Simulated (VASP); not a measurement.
Method: PBE GGA, VASP's PBE PAW potentials (set 64) (plane waves; VASP).

Input for VASP

INCAR:
```
ALGO  =  Exact
EDIFF  =  1E-8
ENCUT  =  500
GGA  =  PE
ISMEAR  =  0
LASPH  =  .True.
LCHARG  =  .False.
LOPTICS  =  .True.
LREAL  =  .False.
LWAVE  =  .True.
NBANDS  =  320
NELM  =  1
PREC  =  Normal
SIGMA  =  0.01
SYSTEM  =  GaSb
```

POSCAR:
```
GaSb
6.10
  0.0000000000   0.5000000000   0.5000000000
  0.5000000000   0.0000000000   0.5000000000
  0.5000000000   0.5000000000   0.0000000000
Ga Sb
1 1
direct
  0.0000000000   0.0000000000   0.0000000000
  0.2500000000   0.2500000000   0.2500000000
```

File KPOINTS:
```
Automatic mesh
0
Gamma
4 4 4
0 0 0
```

POTCAR, in this order: Ga_d_GW Sb_d_GW (PBE.64 set). Program: vasp_std. Read from the step before: WAVECAR.

Output of the run:

**OSZICAR**
```
       N       E                     dE             d eps       ncg     rms          rms(c)
DIA:   1    -0.715595669716E+01   -0.71560E+01    0.00000E+00     0   0.000E+00
   1 F= -.71559567E+01 E0= -.71559567E+01  d E =-.121260E-11
 imaginary and real dielectric function
```

### OUTCAR
```


 plasma frequency squared (from intraband transitions) (eV^2)
  --------------------------------------------------------------------------------------
       0.000       0.000      -0.000
       0.000       0.000       0.000
      -0.000       0.000       0.000

 plasma frequency squared (from interband transitions, int dw w eps(2)(w)) (eV^2)
  --------------------------------------------------------------------------------------
     721.373       0.000       0.000      -0.000       0.000       0.000
       0.000       0.000     721.373       0.000       0.000       0.000
       0.000      -0.000       0.000      -0.000     721.373       0.000
```
(Selected blocks of OUTCAR.)

**OUTCAR**
```
 val. band max:        3.9032062440   @ k =   0.0000   0.0000   0.0000

 cond. band min:       3.9922872433   @ k =   0.0000   0.0000   0.0000



 k-point     1 :       0.0000    0.0000    0.0000
  band No.  band energies     occupation
      1     -24.8318      2.00000
      2     -24.8317      2.00000
      3     -24.8317      2.00000
      4     -24.8120      2.00000
      5     -24.8120      2.00000
      6     -11.1750      2.00000
      7     -11.1750      2.00000
      8     -11.1750      2.00000
      9     -11.1254      2.00000
     10     -11.1254      2.00000
     11      -7.6346      2.00000
     12       3.9032      2.00000
     13       3.9032      2.00000
     14       3.9032      2.00000
     15       3.9923      0.00000
     16       6.6677      0.00000
     17       6.6677      0.00000
     18       6.6677      0.00000
     19       9.7434      0.00000
     20      12.6602      0.00000
     21      12.6602      0.00000
     22      13.4055      0.00000
     23      13.4055      0.00000
     24      13.4055      0.00000
     25      16.2619      0.00000
     26      24.3737      0.00000
     27      24.3737      0.00000
     28      24.3737      0.00000
     29      26.6160      0.00000
     30      26.6160      0.00000
     31      26.6160      0.00000
     32      27.5028      0.00000
     33      27.5028      0.00000
     34      27.5028      0.00000
     35      28.1473      0.00000
     36      28.1473      0.00000
     37      31.9992      0.00000
     38      32.5355      0.00000
     39      32.5355      0.00000
     40      32.5355      0.00000
     41      34.2522      0.00000
     42      36.9704      0.00000
     43      36.9704      0.00000
     44      36.9704      0.00000
     45      39.2452      0.00000
     46      39.2453      0.00000
     47      39.2453      0.00000
     48      39.6182      0.00000
     49      39.6182      0.00000
     50      39.6182      0.00000
     51      39.8824      0.00000
     52      39.8824      0.00000
...
```

The density is held fixed in this step, so its total energy and stress have no physical meaning. Unless said otherwise, spin-orbit coupling is left out, though it shifts the bands of the heavy elements here.

The compound is GaSb in the zinc blende structure. The cell was not relaxed at this level. The k-mesh is coarse (spacing up to 0.45 per Å, 2π included), so the numbers may not be converged in it.
